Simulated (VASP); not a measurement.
# Be2ZnO3 (Cmc2_1) in VASP: further runs

The runs below take Be2ZnO3 through single point, with PBE.

All numbers are computed with VASP 6.6.1; they aren't measurements. Logs are shortened: lines on timing, memory, paths and dates and some standing lists are left out, and cuts for length are marked.

## 1. The structure

It takes space group Cmc2_1 (No. 36, orthorhombic). Conventional cell: a = 8.732 Å, b = 5.018 Å, c = 4.637 Å, α = 90.00°, β = 90.00°, γ = 90.00°. Be (site symmetry 1) has 4 O at 1.66 to 1.68 Å as nearest neighbours. Around Zn (site symmetry m) lie 4 O at 1.99 to 2.02 Å. Around O (site symmetry 1) lie 3 Be at 1.66 to 1.68 Å. O (site symmetry m) is surrounded by 2 Be at 1.68 Å.

The cell was built by a generator and needn't be a form met in nature.

## 2. Single point, PBE

The input, INCAR:

```
  ALGO = Fast
  EDIFF = 1E-5
  ENCUT = 520
  GGA = PE
  ISIF = 2
  ISMEAR = 0
  LASPH = T
  LCHARG = F
  LREAL = Auto
  LWAVE = F
  NBANDS = 46
  NELM = 80
  PREC = Normal
  SIGMA = 0.05
```

The input, KPOINTS:

```
k-points
0
Gamma
  4 4 4
```

The input, POSCAR:

```
Be2ZnO3
1.0
    4.3659700000     -2.5090900000      0.0000000000
    4.3659700000      2.5090900000      0.0000000000
    0.0000000000      0.0000000000      4.6365100000
Be Zn O
4 2 6
Direct
    0.5140700000      0.8336680000      0.5050230000
    0.8336680000      0.5140700000      0.0050230000
    0.1663320000      0.4859300000      0.5050230000
    0.4859300000      0.1663320000      0.0050230000
    0.1798620000      0.8201380000      0.9954440000
    0.8201380000      0.1798620000      0.4954440000
    0.5489540000      0.8359660000      0.8646060000
    0.1640340000      0.4510460000      0.8646060000
    0.7830510000      0.2169490000      0.9300950000
    0.8359660000      0.5489540000      0.3646060000
    0.4510460000      0.1640340000      0.3646060000
    0.2169490000      0.7830510000      0.4300950000
```

Potentials or basis: VASP PAW PBE potentials, release 64 (Be, Zn, O).

Launch:

```sh
cat potpaw_PBE.64/Be/POTCAR potpaw_PBE.64/Zn/POTCAR potpaw_PBE.64/O/POTCAR > POTCAR
mpirun -np 1 vasp_std > vasp.out
```

OUTCAR:

```text
EDIFF = 1E-5
   ENCUT = 520
   GGA = PE
   ISIF = 2
   ISMEAR = 0
   LASPH = T
   LREAL = Auto
   NELM = 80
   PREC = Normal

 ion  position               nearest neighbor table
   1  0.514  0.834  0.505-  11 1.66  10 1.66  12 1.68   7 1.68
   2  0.834  0.514  0.005-   8 1.66   7 1.66   9 1.68  10 1.68
   3  0.166  0.486  0.505-  10 1.66  11 1.66  12 1.68   8 1.68
   4  0.486  0.166  0.005-   7 1.66   8 1.66   9 1.68  11 1.68
   5  0.180  0.820  0.995-   7 1.99   8 1.99   9 2.01  12 2.02   6 2.94   6 2.94
   6  0.820  0.180  0.495-  10 1.99  11 1.99  12 2.01   9 2.02   5 2.94   5 2.94
   7  0.549  0.836  0.865-   4 1.66   2 1.66   1 1.68   5 1.99
   8  0.164  0.451  0.865-   2 1.66   4 1.66   3 1.68   5 1.99
   9  0.783  0.217  0.930-   2 1.68   4 1.68   5 2.01   6 2.02
  10  0.836  0.549  0.365-   3 1.66   1 1.66   2 1.68   6 1.99
  11  0.451  0.164  0.365-   1 1.66   3 1.66   4 1.68   6 1.99
  12  0.217  0.783  0.430-   1 1.68   3 1.68   6 2.01   5 2.02

  LATTYP: Found a base centered orthorhombic cell.
 ALAT       =     5.0181800000
 B/A-ratio  =     1.7400611377
 C/A-ratio  =     0.9239425449

  Lattice vectors:

 A1 = (  -4.3659700000,  -2.5090900000,   0.0000000000)
 A2 = (   4.3659700000,  -2.5090900000,   0.0000000000)
 A3 = (   0.0000000000,   0.0000000000,   4.6365100000)

Analysis of symmetry for initial positions (statically):
=====================================================================
 Subroutine PRICEL returns:
 Original cell was already a primitive cell.

 Routine SETGRP: Setting up the symmetry group for a
 base centered orthorhombic supercell.

 Subroutine GETGRP returns: Found  4 space group operations
 (whereof  2 operations were pure point group operations)
 out of a pool of  8 trial point group operations.

The static configuration has the point symmetry C_1h.
 The point group associated with its full space group is C_2v.

Analysis of symmetry for dynamics (positions and initial velocities):
=====================================================================
 Subroutine PRICEL returns:
 Original cell was already a primitive cell.

 Routine SETGRP: Setting up the symmetry group for a
 base centered orthorhombic supercell.

 Subroutine GETGRP returns: Found  4 space group operations
 (whereof  2 operations were pure point group operations)
 out of a pool of  8 trial point group operations.

The dynamic configuration has the point symmetry C_1h.
 The point group associated with its full space group is C_2v.

 Subroutine INISYM returns: Found  4 space group operations
 (whereof  2 operations are pure point group operations),
 and found     1 'primitive' translations

----------------------------------------------------------------------------------------

                                     Primitive cell

  volume of cell :     101.5823

  direct lattice vectors                    reciprocal lattice vectors
     4.365970000 -2.509090000  0.000000000     0.114522088 -0.199275435  0.000000000
     4.365970000  2.509090000  0.000000000     0.114522088  0.199275435  0.000000000
     0.000000000  0.000000000  4.636510000     0.000000000  0.000000000  0.215679466

  length of vectors
     5.035595960  5.035595960  4.636510000     0.229839090  0.229839090  0.215679466

  position of ions in fractional coordinates (direct lattice)
     0.514070000  0.833668000  0.505023000
     0.833668000  0.514070000  0.005023000
     0.166332000  0.485930000  0.505023000
     0.485930000  0.166332000  0.005023000
     0.179862000  0.820138000  0.995444000
     0.820138000  0.179862000  0.495444000
     0.548954000  0.835966000  0.864606000
     0.164034000  0.451046000  0.864606000
     0.783051000  0.216949000  0.930095000
     0.835966000  0.548954000  0.364606000
     0.451046000  0.164034000  0.364606000
     0.216949000  0.783051000  0.430095000

  ion indices of the primitive-cell ions
   primitive index   ion index
                 1           1
                 2           2
                 3           3
                 4           4
                 5           5
                 6           6
                 7           7
                 8           8
                 9           9
                10          10
                11          11
                12          12

----------------------------------------------------------------------------------------

 KPOINTS: k-points

Automatic generation of k-mesh.
 Grid dimensions read from file:
 generate k-points for:    4    4    4

 Generating k-lattice:

  Cartesian coordinates                     Fractional coordinates (reciprocal lattice)
     0.028630522 -0.049818859  0.000000000     0.250000000 -0.000000000  0.000000000
     0.028630522  0.049818859  0.000000000    -0.000000000  0.250000000  0.000000000
     0.000000000  0.000000000  0.053919866     0.000000000  0.000000000  0.250000000

  Length of vectors
     0.057459773  0.057459773  0.053919866

  Shift w.r.t. Gamma in fractional coordinates (k-lattice)
     0.000000000  0.000000000  0.000000000

 Subroutine IBZKPT returns following result:
 ===========================================

 Found     21 irreducible k-points:

 Following reciprocal coordinates:
            Coordinates               Weight
  0.000000  0.000000  0.000000      1.000000
  0.250000  0.000000  0.000000      4.000000
  0.500000  0.000000  0.000000      2.000000
  0.250000  0.250000  0.000000      2.000000
  0.500000  0.250000  0.000000      4.000000
 -0.250000  0.250000  0.000000      2.000000
[... 13 lines left out ...]
 -0.250000  0.250000  0.500000      2.000000
  0.500000  0.500000  0.500000      1.000000
   k-points           NKPTS =     21   k-points in BZ     NKDIM =     21   number of bands    NBANDS=     46
   number of dos      NEDOS =    301   number of ions     NIONS =     12
   total plane-waves  NPLWV =  21952
   dimension x,y,z NGX =    28 NGY =   28 NGZ =   28
   dimension x,y,z NGXF=    56 NGYF=   56 NGZF=   56
   ions per type =               4   2   6
   NGX,Y,Z   is equivalent  to a cutoff of   9.24,  9.24, 10.04 a.u.
   NGXF,Y,Z  is equivalent  to a cutoff of  18.49, 18.49, 20.08 a.u.
 SYSTEM =  unknown system
   PREC   = normal    normal or accurate (medium, high low for compatibility)
   ISTART =      0    job   : 0-new  1-cont  2-samecut
   ICHARG =      2    charge: 1-file 2-atom 10-const
   ISPIN  =      1    spin polarized calculation?
   LNONCOLLINEAR =      F non collinear calculations
   LSORBIT =      F    spin-orbit coupling
   LASPH  =      T    aspherical Exc in radial PAW
   ENCUT  =  520.0 eV  38.22 Ry    6.18 a.u.   9.36  9.36  8.62*2*pi/ulx,y,z
   NELM   =     80;   NELMIN=  2; NELMDL= -5     # of ELM steps
   EDIFF  = 0.1E-04   stopping-criterion for ELM
   LREAL  =      T    real-space projection
   EDIFFG = 0.1E-03   stopping-criterion for IOM
   NSW    =      0    number of steps for IOM
   IBRION =     -1    ionic relax: 0-MD 1-quasi-New 2-CG
   NFREE  =      0    steps in history (QN), initial steepest desc. (CG)
   ISIF   =      2    stress and relaxation
   ISYM   =      2    0-nonsym 1-usesym 2-fastsym
   POTIM  = 0.5000    time-step for ionic-motion
   TEBEG  =    0.0;   TEEND  =   0.0 temperature during run
   PSTRESS=    0.0 pullay stress
   NELECT =      68.0000    total number of electrons
   NUPDOWN=      -1.0000    fix difference up-down
   EMIN   =  10.00;   EMAX   =-10.00  energy-range for DOS
   EFERMI =   0.00;   METHOD = LEGACY
   ISMEAR =     0;   SIGMA  =   0.05  broadening in eV -4-tet -1-fermi 0-gaus
   EFERMI_NEDOS =   21; number of points for ismear=-14 and -15
   IALGO  =     68    algorithm
   IMIX   =      4    mixing-type and parameters
     AMIX     =   0.40;   BMIX     =  1.00
     AMIX_MAG =   1.60;   BMIX_MAG =  1.00
  volume/ion in A,a.u.               =       8.47        57.13
  Fermi-wavevector in a.u.,A,eV,Ry     =   1.432095  2.706267 27.904124  2.050895
  Thomas-Fermi vector in A             =   2.551760
   LORBIT       =      0    0 simple, 1 ext, 2 COOP (PROOUT), +10 PAW based schemes
   GGA     = PE    functional components
   LHFCALC =     F    Hartree Fock is set to
   AEXX    =    0.0000 exact exchange contribution
   IVDW    =     0    specifies the selected vdW correction
   LEPSILON=     F    determine dielectric tensor
   LRPA    =     F    only Hartree local field effects (RPA)
 non-spin polarized calculation
 RMM-DIIS sequential band-by-band and
 Gauss-broadening in eV      SIGMA  =   0.05
  energy-cutoff  :      520.00
  volume of cell :      101.58
 maximum number of plane-waves:      2777
   NGX = 19   NGY = 19   NGZ = 17

 number of electron      68.0000157 magnetization

 Free energy of the ion-electron system (eV)
  ---------------------------------------------------
  ext. energy  EPLUGINS =         0.00000000
  ---------------------------------------------------
  free energy    TOTEN  =       -74.45991850 eV

  energy without entropy =      -74.45991850  energy(sigma->0) =      -74.45991850

 E-fermi :   2.6195     XC(G=0): -11.2375

 val. band max:        2.3735554926   @ k =   0.2500   0.2500   0.5000
 cond. band min:       6.0970656148   @ k =   0.0000   0.0000   0.0000
 fundamental gap:      3.7235101222
 Fermi energy:         2.6194734628

 k-point     1 :       0.0000    0.0000    0.0000
  band No.  band energies     occupation
      1     -15.8272      2.00000
      2     -14.4368      2.00000
      3     -14.1975      2.00000
      4     -14.1688      2.00000
      5     -14.1613      2.00000
      6     -14.1407      2.00000
[... 38 lines left out ...]
     45      15.2441      0.00000
     46      15.9236      0.00000
[... 939 lines left out ...]
      6     -14.2002      2.00000
[... 38 lines left out ...]
     45      15.5560      0.00000
     46      15.5844      0.00000

------------------------ aborting loop because EDIFF is reached ----------------------------------------

  FORCE on cell =-STRESS in cart. coord.  units (eV):
  Direction    XX          YY          ZZ          XY          YZ          ZX
  --------------------------------------------------------------------------------------
  -------------------------------------------------------------------------------------
  Total        0.0279341      0.0074529      0.0383821      0.0000000      0.0000000      0.0000000
  in kB        0.4405827      0.1175488      0.6053708      0.0000000      0.0000000      0.0000000
  external PRESSURE =       0.3878341 kB  Pullay stress =       0.0000000 kB

 VOLUME and BASIS-vectors are now :
 -----------------------------------------------------------------------------
  energy-cutoff  :      520.00
  volume of cell :      101.58
      direct lattice vectors                 reciprocal lattice vectors
     4.365970000 -2.509090000  0.000000000     0.114522088 -0.199275435  0.000000000
     4.365970000  2.509090000  0.000000000     0.114522088  0.199275435  0.000000000
     0.000000000  0.000000000  4.636510000     0.000000000  0.000000000  0.215679466

 POSITION                                       TOTAL-FORCE (eV/Angst)
 -----------------------------------------------------------------------------------
      5.88418      0.80190      2.34154         0.002871      0.002486     -0.001374
      5.88418     -0.80190      0.02329         0.002871     -0.002486     -0.001374
      2.84776      0.80190      2.34154        -0.002871      0.002486     -0.001374
      2.84776     -0.80190      0.02329        -0.002871     -0.002486     -0.001374
      4.36597      1.60651      4.61539         0.000000     -0.004176      0.000910
      4.36597     -1.60651      2.29713         0.000000      0.004176      0.000910
      6.04652      0.72014      4.00875         0.000901     -0.001967      0.002630
      2.68542      0.72014      4.00875        -0.000901     -0.001967      0.002630
      4.36597     -1.42040      4.31239         0.000000      0.006660     -0.003422
      6.04652     -0.72014      1.69050         0.000901      0.001967      0.002630
      2.68542     -0.72014      1.69050        -0.000901      0.001967      0.002630
      4.36597      1.42040      1.99414         0.000000     -0.006660     -0.003422
 -----------------------------------------------------------------------------------
    total drift:                               -0.000012     -0.000000      0.022018

  FREE ENERGIE OF THE ION-ELECTRON SYSTEM (eV)
  ---------------------------------------------------
  free  energy   TOTEN  =       -74.4599185022 eV

  energy  without entropy=      -74.4599185022  energy(sigma->0) =      -74.45991850
```

It took 53 s on 1 thread of Intel Xeon Platinum 8488C (Sapphire Rapids), shared host; peak memory 0.19 GiB.

Results:

```
Free energy            : -74.4599 eV
Pressure               : 0.0 GPa
Largest force          : 0.007 eV/Å
Band gap on the k mesh : 3.72 eV, indirect (least direct gap 3.74 eV)
```

Forces on the atoms (eV/Å):
```
Be   0.003  0.002 -0.001
Be   0.003 -0.002 -0.001
Be  -0.003  0.002 -0.001
Be  -0.003 -0.002 -0.001
Zn   0.000 -0.004  0.001
Zn   0.000  0.004  0.001
O    0.001 -0.002  0.003
O   -0.001 -0.002  0.003
O    0.000  0.007 -0.003
O    0.001  0.002  0.003
O   -0.001  0.002  0.003
O    0.000 -0.007 -0.003
```

Levels at points of the mesh, in eV from the valence-band top:
```tsv
k point	band 32	band 33	band 34	band 35	band 36	band 37
(0.00, 0.00, 0.00)	-0.08	-0.05	-0.01	3.72	7.11	9.01
(0.50, 0.00, 0.00)	-0.73	-0.63	-0.19	5.87	6.65	9.00
(0.50, 0.50, 0.00)	-0.61	-0.39	-0.30	5.75	7.10	7.59
(0.00, 0.00, 0.50)	-0.40	-0.05	-0.05	6.11	6.11	9.78
(0.50, 0.00, 0.50)	-0.69	-0.18	-0.18	6.80	6.80	8.15
(0.50, 0.50, 0.50)	-0.78	-0.24	-0.24	6.98	6.98	8.37
```

A k mesh can miss the band edges.

(Continued in part 2 of 2.)
